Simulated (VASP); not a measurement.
Given:

```
Al3Sc
1.0
    4.07133     0.00000     0.00000
    0.00000     4.07133     0.00000
    0.00000     0.00000     4.07133
Sc Al
1 3
Direct
  0.00000   0.00000   0.00000
  0.00000   0.50000   0.50000
  0.50000   0.00000   0.50000
  0.50000   0.50000   0.00000
```

All values below come from PBEsol GGA, VASP's PBE PAW potentials (set 64) (plane waves; VASP). Numerical set-up: 480 eV cut-off, 7×7×7 Γ-centred mesh, first-order Methfessel-Paxton smearing of 0.10 eV, potentials Sc_sv Al.

Task: Estimate the energy per atom (σ→0), band gap (on the k-mesh) with the smallest direct gap where there is one.

Result: 
```
Property                                                     Value
------------------------  ----------------------------------------
band gap (on the k-mesh)  none (metal, semimetal or under 0.01 eV)
energy per atom (σ→0)                               -5.191 eV/atom
```

Total energies compare only between runs with the same potentials, cut-off and functional.

The compound is Al3Sc in the L1_2 structure. It was relaxed first. The start is the result of an earlier pass.
